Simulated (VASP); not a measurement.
The input files of a VASP run:

**POSCAR**
```
BN
1
    0.0000000000     1.8075000000     1.8075000000
    1.8075000000     0.0000000000     1.8075000000
    1.8075000000     1.8075000000     0.0000000000
B N
1 1
Direct
  0.0000000000   0.0000000000   0.0000000000
  0.2500000000   0.2500000000   0.2500000000
```

**INCAR**
```
! general
SYSTEM  =  BN
PREC    =  Accurate
ENCUT   =  520   ! plane-wave cut-off (eV)
LREAL   =  .FALSE.
LASPH   =  .TRUE.   ! aspherical one-centre terms

! electronic loop
EDIFF   =  1E-6   ! SCF stop (eV)
NELM    =  100
ALGO    =  Normal

! smearing
ISMEAR  =  0
SIGMA   =  0.05   ! width (eV)

! functional
GGA     =  PE   ! PBE
IVDW    =  13

! ions
IBRION  =  2
NSW     =  60   ! most ionic steps
ISIF    =  3
EDIFFG  =  -0.01

! output
LWAVE   =  .FALSE.
LCHARG  =  .FALSE.
```

**KPOINTS**
```
Automatic mesh
0
Gamma
11 11 11
0 0 0
```

POTCAR, in this order: B N (PBE.64 set). Program: vasp_std.

**Question.** Translate this PBE-D4 calculation to Ansatz.

**Answer.** One equivalent input (not run):
Ansatz 0.2 input:
```yaml
crystal:
  lattice:
    - [0.0000000, 1.8075000, 1.8075000]
    - [1.8075000, 0.0000000, 1.8075000]
    - [1.8075000, 1.8075000, 0.0000000]
  atoms:
    - { symbol: B, position: [0.0000000, 0.0000000, 0.0000000] }
    - { symbol: N, position: [0.2500000, 0.2500000, 0.2500000] }
kpoints:
  mp_grid: { grid: [11, 11, 11] }
hamiltonian:
  xc: pbe
  dispersion: d4
  pseudopotentials: { kind: paw }
scf:
  occupations: { method: gaussian, width: 0.05 }
  max_iter: 100
relax:
  max_steps: 60
  f_tol: 0.01
  cell: {}
output: { forces: true, stress: true, eigenvalues: true }
```
What does not carry over: each code has its own PAW files, so the cut-off isn't converted (ENCUT is set for VASP's; basis.ecutwfc is left out, and Ansatz then takes the one that its files recommend); Ansatz stops its SCF on the density residual and VASP on the energy change (EDIFF).

The compound is BN in the zinc blende structure. This run relaxes it. Symmetry was kept, so distortions that lower it aren't found.
